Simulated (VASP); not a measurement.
Method: PBE GGA with D3 dispersion (Becke-Johnson damping), VASP's PBE PAW potentials (set 64) (plane waves; VASP).

VASP ran on this input.

**POSCAR**
```
PbSe
1
    0.0000000000     3.0657330183     3.0657330183
    3.0657330183     0.0000000000     3.0657330183
    3.0657330183     3.0657330183     0.0000000000
Pb Se
1 1
Direct
  0.0000000000   0.0000000000   0.0000000000
  0.5000000000   0.5000000000   0.5000000000
```

INCAR:
```
SYSTEM = PbSe
PREC = Accurate
ENCUT = 520
EDIFF = 1E-7
NELM = 100
ALGO = Normal
LREAL = .FALSE.
LASPH = .TRUE.
ISMEAR = 0
SIGMA = 0.05
GGA = PE
IVDW = 12
LMAXMIX = 4
LWAVE = .FALSE.
LCHARG = .FALSE.
LORBIT = 11
ICHARG = 11
```

KPOINTS:
```
k-points along high-symmetry lines
15
Line-mode
Reciprocal
  0.000000   0.000000   0.000000 ! GAMMA
  0.500000   0.000000   0.500000 ! X

  0.500000   0.000000   0.500000 ! X
  0.625000   0.250000   0.625000 ! U

  0.375000   0.375000   0.750000 ! K
  0.000000   0.000000   0.000000 ! GAMMA

  0.000000   0.000000   0.000000 ! GAMMA
  0.500000   0.500000   0.500000 ! L

  0.500000   0.500000   0.500000 ! L
  0.500000   0.250000   0.750000 ! W

  0.500000   0.250000   0.750000 ! W
  0.500000   0.000000   0.500000 ! X
```

POTCAR, in this order: Pb_d Se (PBE.64 set). Program: vasp_std. Read from the step before: CHGCAR.

What VASP printed:

OSZICAR:
```
       N       E                     dE             d eps       ncg     rms          rms(c)
DAV:   1     0.156941516557E+03    0.15694E+03   -0.97378E+03  2528   0.145E+03
DAV:   2     0.347774289113E+01   -0.15346E+03   -0.15003E+03  2676   0.354E+02
DAV:   3    -0.847154761909E+01   -0.11949E+02   -0.11782E+02  3408   0.103E+02
DAV:   4    -0.875094894544E+01   -0.27940E+00   -0.27930E+00  2742   0.187E+01
DAV:   5    -0.876034031332E+01   -0.93914E-02   -0.93912E-02  3502   0.339E+00
DAV:   6    -0.876083404425E+01   -0.49373E-03   -0.49373E-03  3312   0.661E-01
DAV:   7    -0.876083860465E+01   -0.45604E-05   -0.45610E-05  3618   0.576E-02
DAV:   8    -0.876083867571E+01   -0.71059E-07   -0.70760E-07  3102   0.807E-03
   1 F= -.94936758E+01 E0= -.94936757E+01  d E =-.957953E-07
```

OUTCAR:
```
 val. band max:        5.0040087843   @ k =   0.5000   0.5000   0.5000

 cond. band min:       5.3118957894   @ k =   0.5000   0.5000   0.5000



 k-point     1 :       0.0000    0.0000    0.0000
  band No.  band energies     occupation
      1     -11.8214      2.00000
      2     -11.8214      2.00000
      3     -11.8214      2.00000
      4     -11.8171      2.00000
      5     -11.8171      2.00000
      6      -8.5443      2.00000
      7      -1.3047      2.00000
      8       3.1517      2.00000
      9       3.1517      2.00000
     10       3.1517      2.00000
     11       9.7080      0.00000
     12       9.7080      0.00000
     13       9.7080      0.00000
     14      11.5342      0.00000

 k-point     2 :       0.0357    0.0000    0.0357
  band No.  band energies     occupation
      1     -11.8216      2.00000
      2     -11.8209      2.00000
      3     -11.8209      2.00000
      4     -11.8179      2.00000
      5     -11.8169      2.00000
      6      -8.5313      2.00000
      7      -1.3499      2.00000
      8       3.1323      2.00000
      9       3.1323      2.00000
     10       3.2314      2.00000
     11       9.4297      0.00000
     12       9.6826      0.00000
     13       9.6826      0.00000
     14      11.4051      0.00000

 k-point     3 :       0.0714    0.0000    0.0714
  band No.  band energies     occupation
      1     -11.8223      2.00000
      2     -11.8201      2.00000
      3     -11.8194      2.00000
      4     -11.8194      2.00000
      5     -11.8162      2.00000
      6      -8.4924      2.00000
      7      -1.4738      2.00000
      8       3.0755      2.00000
      9       3.0755      2.00000
     10       3.4524      2.00000
     11       8.7826      0.00000
     12       9.6268      0.00000
     13       9.6268      0.00000
     14      11.1129      0.00000

 k-point     4 :       0.1071    0.0000    0.1071
  band No.  band energies     occupation
      1     -11.8242      2.00000
...
```

The density is held fixed in this step, so its total energy and stress have no physical meaning. Unless said otherwise, spin-orbit coupling is left out, though it shifts the bands of the heavy elements here.

The compound is PbSe in the rock salt structure. It was relaxed first.
